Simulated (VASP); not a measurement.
All values below come from HSE06 screened hybrid, VASP's PBE PAW potentials (set 64) (plane waves; VASP 6.6.1).

A VASP calculation is set up with these files.

POSCAR:
```
Al35ZrN35
1
    4.6932676572    -8.1289780179     0.0000000000
    4.6932676572     8.1289780179     0.0000000000
    0.0000000000     0.0000000000    10.0192026156
Al N Zr
35 35 1
Direct
  0.2217195801   0.1115640351   0.2504946449
  0.1104545787   0.2219551524   0.9988752870
  0.2216482461   0.1105058983   0.7507156058
  0.1165254485   0.2276295439   0.5003674454
  0.2210067091   0.4439878859   0.2490766437
  0.1105981045   0.5556647776   0.9988743780
  0.2194042931   0.4432811533   0.7496249926
  0.1167508184   0.5559795928   0.5002237630
  0.2217941241   0.7771745507   0.2504722834
  0.1109183574   0.8889349116   0.0005927115
  0.2216554291   0.7782935522   0.7506269553
  0.1086763820   0.8878292200   0.5014741765
  0.5552798290   0.1111637724   0.2503525637
  0.4436337874   0.2208335062   0.9997486086
  0.5559385925   0.1113631771   0.7498016246
  0.4437680351   0.2178723923   0.5001356579
  0.5579720050   0.4411258108   0.2456581230
  0.4443497375   0.5555740140   0.9994951868
  0.5560738123   0.4437773787   0.7526173650
  0.5579336391   0.7837448143   0.2457785891
  0.4437182134   0.8896770496   0.9996330786
  0.5560267192   0.7789871871   0.7525264196
  0.4438229939   0.8929297782   0.5001434096
  0.8896546769   0.1122514687   0.2499303749
  0.7772982105   0.2221077955   0.0001114188
  0.8877654223   0.1105857292   0.7504211825
  0.7799668819   0.2234991918   0.4998121974
  0.8897309745   0.4443292244   0.2498779528
  0.7789760328   0.5560343494   0.0001938148
  0.8878986798   0.4442350936   0.7504380774
  0.7819478660   0.5550294705   0.5002259883
  0.8891551602   0.7780275214   0.2499885815
  0.7788823052   0.8896516657   0.0001541941
  0.8884275243   0.7776606499   0.7502767777
  0.7818461436   0.8937543033   0.5003363569
  0.2216129296   0.1078562433   0.4418675393
  0.1101895586   0.2218113400   0.1898210581
  0.2218549733   0.1108592627   0.9416283015
  0.1092486140   0.2197339933   0.6941044850
  0.1103069584   0.5554257279   0.1898259359
  0.2215767607   0.4443106824   0.9425429026
  0.1093909696   0.5567294356   0.6940220112
  0.2217034049   0.7808144140   0.4418608582
  0.1108380021   0.8888743527   0.1916631936
  0.2219959162   0.7781413936   0.9415703719
  0.1102898460   0.8887522325   0.6921652686
  0.5577539687   0.1123835290   0.4416766021
  0.4430169377   0.2200099297   0.1900083047
  0.5556786498   0.1112619437   0.9406809782
  0.4441479173   0.2221978408   0.6917267199
  0.5646536015   0.4350045184   0.4357932161
  0.4482327117   0.5576206767   0.1946667892
  0.5561013730   0.4438334876   0.9436486283
  0.4441975826   0.5554445151   0.7004048630
  0.5645448240   0.7964319857   0.4359783899
  0.4431458702   0.8899803346   0.1899604617
  0.5560996408   0.7790310067   0.9435560811
  0.4441589926   0.8887754162   0.6917056466
  0.8937029917   0.1155904277   0.4411303657
  0.7771477077   0.2220198505   0.1915126577
  0.8880858629   0.1110779717   0.9413753156
  0.7777295289   0.2223870970   0.6910919642
  0.8939512752   0.4451295235   0.4410710703
  0.7799360321   0.5562844998   0.1907015328
  0.8882795111   0.4439111875   0.9414113007
  0.7769643892   0.5552081007   0.6914402065
  0.8871439921   0.7770543162   0.4418511641
  0.7797839958   0.8904589988   0.1906802313
  0.8887319941   0.7778000119   0.9412565998
  0.7770016564   0.8886628299   0.6914800199
  0.4234017461   0.5450883050   0.4853035341
```

**INCAR**
```
AEXX = 0.25
ALGO = Normal
EDIFF = 1E-5
ENCUT = 400
GGA = PE
HFSCREEN = 0.2
ISIF = 0
ISMEAR = 0
ISPIN = 2
ISYM = 0
LASPH = .True.
LCHARG = .False.
LHFCALC = .True.
LMAXMIX = 4
LORBIT = 10
LREAL = Auto
LWAVE = .False.
MAGMOM = 71*0.0282
NELM = 50
NELMIN = 4
NUPDOWN = 2
PREC = Normal
PRECFOCK = Fast
SIGMA = 0.05
SYSTEM = Al35ZrN35
```

KPOINTS:
```
Automatic mesh
0
Gamma
1 1 1
0 0 0
```

POTCAR, in this order: Al N Zr_sv (PBE.64 set). Program: vasp_gam. Read from the step before: WAVECAR.

The run wrote:

**OUTCAR**
```
 ion  position               nearest neighbor table
   1  0.222  0.112  0.250-  48 1.90  37 1.90  44 1.90  36 1.92   4 3.08  16 3.08  10 3.09  14 3.09
                             2 3.10  12 3.10  24 3.12   5 3.12  17 3.13  32 3.13  13 3.13   9 3.14
   2  0.110  0.222  0.999-  41 1.89  61 1.90  38 1.90  37 1.91   3 3.08  26 3.08   7 3.08   5 3.09
                            24 3.09   1 3.10  33 3.12  25 3.13  10 3.13   6 3.13  14 3.13  18 3.13
   3  0.222  0.111  0.751-  39 1.89  46 1.90  50 1.90  38 1.91   2 3.08  14 3.08  10 3.08  12 3.08
                             4 3.09  16 3.09  11 3.12  34 3.13  19 3.13  15 3.13   7 3.13  26 3.13
   4  0.117  0.228  0.500-  59 1.91  36 1.92  39 1.94  71 2.94   7 3.05   5 3.07   8 3.08   1 3.08
                             3 3.09  24 3.11  16 3.12  26 3.12  35 3.14  27 3.14  12 3.15
   5  0.221  0.444  0.249-  40 1.90  37 1.90  52 1.93  71 2.88   8 3.07   4 3.07   2 3.09   6 3.09
                            18 3.09  28 3.11  24 3.11   1 3.12   9 3.12  20 3.18  17 3.18
   6  0.111  0.556  0.999-  41 1.89  65 1.90  45 1.90  40 1.91  11 3.08   7 3.08  30 3.08   5 3.09
                            28 3.09   9 3.10  29 3.11  10 3.13  25 3.13  21 3.13   2 3.13  18 3.13
   7  0.219  0.443  0.750-  54 1.89  42 1.90  39 1.90  41 1.93   8 3.05   4 3.05   6 3.08   2 3.08
                            18 3.10  30 3.12  26 3.12  71 3.12  11 3.13   3 3.13  22 3.16  19 3.16
   8  0.117  0.556  0.500-  63 1.91  43 1.92  42 1.94  71 2.93   7 3.05   5 3.07   4 3.08   9 3.08
                            11 3.09  28 3.11  23 3.12  30 3.12  31 3.14  27 3.14  12 3.15
   9  0.222  0.777  0.250-  56 1.90  40 1.90  44 1.90  43 1.92   8 3.08  23 3.08  10 3.09  21 3.09
                             6 3.10  12 3.10  28 3.12   5 3.12  20 3.13  32 3.13  13 3.13   1 3.14
  10  0.111  0.889  0.001-  45 1.90  38 1.90  69 1.90  44 1.91  32 3.08  11 3.08   3 3.08   9 3.09
                             1 3.09  34 3.09  14 3.12  33 3.12  29 3.12  21 3.12   6 3.13   2 3.13
  11  0.222  0.778  0.751-  42 1.89  46 1.90  58 1.90  45 1.91   6 3.08  21 3.08  12 3.08  10 3.08
                            23 3.09   8 3.09   3 3.12  34 3.12  15 3.13   7 3.13  30 3.13  22 3.14
  12  0.109  0.888  0.501-  36 1.89  43 1.89  67 1.90  46 1.91  34 3.07  11 3.08   3 3.08  32 3.09
                            31 3.10  35 3.10   1 3.10   9 3.10  16 3.12  23 3.12   4 3.15   8 3.15
...
```

### OSZICAR
```
       N       E                     dE             d eps       ncg     rms          rms(c)
DAV:   1    -0.615962584761E+03   -0.61596E+03   -0.17687E+01   896   0.852E+00    0.495E+01
DAV:   2    -0.616072361170E+03   -0.10978E+00   -0.37380E-01   848   0.144E+00    0.338E+01
DAV:   3    -0.616052558413E+03    0.19803E-01   -0.23602E-02   840   0.354E-01    0.208E+01
DAV:   4    -0.616045725434E+03    0.68330E-02   -0.60746E-03   936   0.158E-01    0.123E+01
DAV:   5    -0.616043248997E+03    0.24764E-02   -0.15690E-03   832   0.966E-02    0.718E+00
DAV:   6    -0.616042426919E+03    0.82208E-03   -0.42503E-04   824   0.539E-02    0.416E+00
DAV:   7    -0.616042163119E+03    0.26380E-03   -0.14620E-04   840   0.309E-02    0.238E+00
DAV:   8    -0.616042082492E+03    0.80627E-04   -0.43561E-05   784   0.170E-02    0.138E+00
DAV:   9    -0.616042057351E+03    0.25141E-04   -0.12059E-05   472   0.102E-02    0.804E-01
DAV:  10    -0.616042052088E+03    0.52631E-05   -0.81440E-06   464   0.786E-03
   1 F= -.61604205E+03 E0= -.61604205E+03  d E =-.460381E-11  mag=     2.0000
```

**OUTCAR**
```
------------------------ aborting loop because EDIFF is reached ----------------------------------------
  volume of cell :      764.49
      direct lattice vectors                 reciprocal lattice vectors
     4.693267657 -8.128978018  0.000000000     0.106535582 -0.061508347  0.000000000
     4.693267657  8.128978018  0.000000000     0.106535582  0.061508347  0.000000000
     0.000000000  0.000000000 10.019202616     0.000000000  0.000000000  0.099808342
  FREE ENERGIE OF THE ION-ELECTRON SYSTEM (eV)
  ---------------------------------------------------
  free  energy   TOTEN  =      -616.0420520878 eV

  energy  without entropy=     -616.0420520878  energy(sigma->0) =     -616.04205209

  exchange ACFDT corr.  =         0.00000000  see jH, gK, PRB 81, 115126

 total charge

# of ion       s       p       d       tot
------------------------------------------
    1        0.410   0.444   0.000   0.853
    2        0.412   0.449   0.000   0.861
    3        0.412   0.450   0.000   0.862
    4        0.430   0.419   0.000   0.850
    5        0.423   0.427   0.000   0.850
    6        0.412   0.449   0.000   0.861
    7        0.406   0.446   0.000   0.852
    8        0.430   0.420   0.000   0.850
    9        0.410   0.444   0.000   0.853
   10        0.412   0.447   0.000   0.859
   11        0.412   0.450   0.000   0.862
   12        0.418   0.455   0.000   0.873
   13        0.412   0.447   0.000   0.859
   14        0.413   0.451   0.000   0.864
   15        0.412   0.448   0.000   0.860
   16        0.415   0.455   0.000   0.870
   17        0.412   0.452   0.000   0.864
   18        0.409   0.437   0.000   0.846
   19        0.411   0.448   0.000   0.859
   20        0.412   0.452   0.000   0.864
   21        0.413   0.451   0.000   0.864
   22        0.411   0.448   0.000   0.859
   23        0.415   0.455   0.000   0.870
   24        0.412   0.448   0.000   0.860
   25        0.412   0.448   0.000   0.860
   26        0.413   0.451   0.000   0.864
   27        0.411   0.447   0.000   0.858
   28        0.412   0.448   0.000   0.860
   29        0.412   0.450   0.000   0.863
   30        0.413   0.451   0.000   0.864
   31        0.413   0.448   0.000   0.861
   32        0.411   0.447   0.000   0.858
   33        0.412   0.451   0.000   0.863
   34        0.411   0.447   0.000   0.858
   35        0.413   0.449   0.000   0.861
   36        1.235   2.582   0.000   3.817
   37        1.232   2.591   0.000   3.823
   38        1.229   2.598   0.000   3.827
   39        1.234   2.587   0.000   3.821
   40        1.232   2.591   0.000   3.823
   41        1.228   2.595   0.000   3.823
   42        1.234   2.587   0.000   3.821
   43        1.235   2.582   0.000   3.817
   44        1.228   2.595   0.000   3.823
   45        1.229   2.598   0.000   3.828
   46        1.229   2.600   0.000   3.829
   47        1.233   2.603   0.000   3.836
   48        1.229   2.604   0.000   3.833
   49        1.229   2.599   0.000   3.828
   50        1.228   2.592   0.000   3.820
   51        1.245   2.579   0.000   3.825
   52        1.232   2.564   0.000   3.796
   53        1.228   2.596   0.000   3.825
   54        1.236   2.577   0.000   3.813
   55        1.245   2.579   0.000   3.824
   56        1.229   2.603   0.000   3.832
   57        1.228   2.597   0.000   3.825
   58        1.228   2.592   0.000   3.820
   59        1.233   2.586   0.000   3.819
   60        1.228   2.596   0.000   3.824
   61        1.229   2.599   0.000   3.828
   62        1.228   2.597   0.000   3.825
   63        1.233   2.586   0.000   3.819
   64        1.230   2.601   0.000   3.831
   65        1.229   2.599   0.000   3.828
   66        1.228   2.595   0.000   3.823
   67        1.229   2.594   0.000   3.822
   68        1.229   2.601   0.000   3.831
   69        1.228   2.597   0.000   3.826
   70        1.228   2.595   0.000   3.823
   71        2.205   6.029   1.663   9.898
--------------------------------------------------
tot         59.765 112.392   1.663 173.820

 magnetization (x)

# of ion       s       p       d       tot
------------------------------------------
    1       -0.000  -0.001   0.000  -0.001
    2        0.001   0.001   0.000   0.002
    3        0.000   0.000   0.000   0.001
    4        0.016   0.026   0.000   0.042
    5        0.015   0.029   0.000   0.044
    6        0.001   0.001   0.000   0.002
    7       -0.001   0.001   0.000  -0.000
    8        0.016   0.026   0.000   0.042
    9       -0.000  -0.001   0.000  -0.001
   10        0.000   0.000   0.000   0.000
   11        0.000   0.000   0.000   0.001
   12       -0.000   0.005   0.000   0.005
   13        0.000  -0.000   0.000   0.000
   14       -0.000  -0.000   0.000  -0.000
...
```
(Selected blocks of OUTCAR.)

The supercell is sampled at Γ alone, which is coarse: total energies, pressure and levels can be off, energies of defects by several tenths of an eV.

The cell is a supercell with a defect, built from AlN (wurtzite): Zr_Al-vac_N. The cell's shape comes from a PBE relaxation.
